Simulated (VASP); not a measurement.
Output of a VASP run:

### OSZICAR
```
       N       E                     dE             d eps       ncg     rms          rms(c)
DAV:   1     0.541020989692E+02    0.54102E+02   -0.73833E+03  4373   0.110E+03
DAV:   2    -0.313518554129E+02   -0.85454E+02   -0.82852E+02  4650   0.311E+02
DAV:   3    -0.324066773628E+02   -0.10548E+01   -0.10469E+01  4978   0.345E+01
DAV:   4    -0.324094937342E+02   -0.28164E-02   -0.28161E-02  4698   0.208E+00
DAV:   5    -0.324095075084E+02   -0.13774E-04   -0.13775E-04  5051   0.141E-01    0.179E+01
DAV:   6    -0.252961893207E+02    0.71133E+01   -0.42034E+00  4536   0.269E+01    0.196E+00
DAV:   7    -0.261069275760E+02   -0.81074E+00   -0.20494E-01  4434   0.544E+00    0.167E+00
DAV:   8    -0.255414602132E+02    0.56547E+00   -0.75243E-01  4827   0.985E+00    0.302E+00
DAV:   9    -0.259924214824E+02   -0.45096E+00   -0.24384E-01  4614   0.476E+00    0.116E+00
DAV:  10    -0.260748983262E+02   -0.82477E-01   -0.15917E-02  4617   0.146E+00    0.449E-01
DAV:  11    -0.260767693803E+02   -0.18711E-02   -0.24705E-03  4767   0.622E-01    0.426E-02
DAV:  12    -0.260767785737E+02   -0.91935E-05   -0.57519E-05  4668   0.995E-02
   1 F= -.26076779E+02 E0= -.26076684E+02  d E =-.260768E+02
```

**OUTCAR**
```
------------------------ aborting loop because EDIFF is reached ----------------------------------------
  FORCE on cell =-STRESS in cart. coord.  units (eV):
  Direction    XX          YY          ZZ          XY          YZ          ZX
  --------------------------------------------------------------------------------------
  Total       -0.2008170     -0.2008170     -0.2008170     -0.0000000     -0.0000000      0.0000000
  in kB      -20.4775974    -20.4775974    -20.4775974     -0.0000000     -0.0000000      0.0000000
  external PRESSURE =     -20.4775974 kB  Pullay stress =       0.0000000 kB
  volume of cell :       15.71
      direct lattice vectors                 reciprocal lattice vectors
    -1.577819545  1.577819545  1.577819545     0.000000000  0.316893020  0.316893020
     1.577819545 -1.577819545  1.577819545     0.316893020  0.000000000  0.316893020
     1.577819545  1.577819545 -1.577819545     0.316893020  0.316893020  0.000000000
 POSITION                                       TOTAL-FORCE (eV/Angst)
 -----------------------------------------------------------------------------------
      0.00000      0.00000      0.00000         0.000000     -0.000000      0.000000
 -----------------------------------------------------------------------------------
    total drift:                               -0.000000     -0.000000     -0.000000
  FREE ENERGIE OF THE ION-ELECTRON SYSTEM (eV)
  ---------------------------------------------------
  free  energy   TOTEN  =       -26.0767785737 eV

  energy  without entropy=      -26.0764961599  energy(sigma->0) =      -26.07668444

 reached required accuracy - stopping structural energy minimisation
```
(Selected blocks of OUTCAR.)

### POSCAR
```
Mo
1
   -1.5778195448     1.5778195448     1.5778195448
    1.5778195448    -1.5778195448     1.5778195448
    1.5778195448     1.5778195448    -1.5778195448
Mo
1
Direct
  0.0000000000   0.0000000000   0.0000000000
```

Task: Write an INCAR and KPOINTS that could have produced this output.

Result: One answer among several that fit: the input of the run itself, r2SCAN meta-GGA, plane waves, VASP's PBE PAW potentials (set 64).

INCAR:
```
ALGO = Normal
EDIFF = 1E-5
EDIFFG = -0.03
ENCUT = 400
IBRION = 2
ISIF = 2
ISMEAR = 1
LASPH = .True.
LCHARG = .False.
LMAXMIX = 4
LMIXTAU = .True.
LREAL = .False.
LWAVE = .False.
METAGGA = R2SCAN
NELM = 100
NELMIN = 4
NSW = 20
PREC = Normal
SIGMA = 0.1
SYSTEM = Mo
```

### KPOINTS
```
Automatic mesh
0
Gamma
18 18 18
0 0 0
```

POTCAR, in this order: Mo_sv (PBE.64 set). Program: vasp_std.

The compound is Mo in the bcc structure. It was relaxed first.
